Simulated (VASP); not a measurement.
Given:

```yaml
crystal:
  lattice:
    - [1.60958, -2.78787, 0.00000]
    - [1.60958, 2.78787, 0.00000]
    - [0.00000, 0.00000, 5.23962]
  atoms:
    - { symbol: Ga, position: [0.66667, 0.33333, 0.50004] }
    - { symbol: Ga, position: [0.33333, 0.66667, 0.00004] }
    - { symbol: N, position: [0.66667, 0.33333, 0.87696] }
    - { symbol: N, position: [0.33333, 0.66667, 0.37696] }
```

All values below come from PBE GGA, VASP's PBE PAW potentials (set 64) (plane waves; VASP). Settings: 520 eV cut-off, 7×7×4 Γ-centred mesh, Gaussian smearing of 0.050 eV, potentials Ga_d N.

**Question.** Estimate the energy per atom (σ→0).

**Answer.** 
energy per atom (σ→0): -586.8 kJ/mol-atom

Only differences to runs with the same potentials and settings are physical.

The compound is GaN in the wurtzite structure. It was relaxed first.
